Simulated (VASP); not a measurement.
Data:

```
CELL_PARAMETERS angstrom
      2.67272     0.00000     0.00000
     -1.33636     2.31465     0.00000
      0.00000     0.00000    25.83161
ATOMIC_POSITIONS crystal
  Rh 0.66667 0.33333 0.33104
  Rh 0.33333 0.66667 0.41552
  Rh 0.00000 0.00000 0.50000
  Rh 0.66667 0.33333 0.58448
  Rh 0.33333 0.66667 0.66896
```

Method: PBEsol GGA, VASP's PBE PAW potentials (set 64) (plane waves; VASP). Numerical set-up: PREC = Normal, EDIFF = 1E-5, 400 eV cut-off, 12×12×1 Γ-centred mesh, first-order Methfessel-Paxton smearing of 0.10 eV, potentials Rh_pv.

### Question
The ions are relaxed. What does this cell relax into?

### Answer

```
CELL_PARAMETERS angstrom
      2.67272     0.00000     0.00000
     -1.33636     2.31465     0.00000
      0.00000     0.00000    25.83161
ATOMIC_POSITIONS crystal
  Rh 0.66667 0.33333 0.33270
  Rh 0.33333 0.66667 0.41561
  Rh 0.00000 0.00000 0.50000
  Rh 0.66667 0.33333 0.58439
  Rh 0.33333 0.66667 0.66730
```

### Question
How much energy does the relaxation gain?

### Answer
The energy (σ→0) changes by -3.1 meV/atom, in 5 ionic steps.

The cell is a thin slab with vacuum, built from Rh (fcc): (111) face.
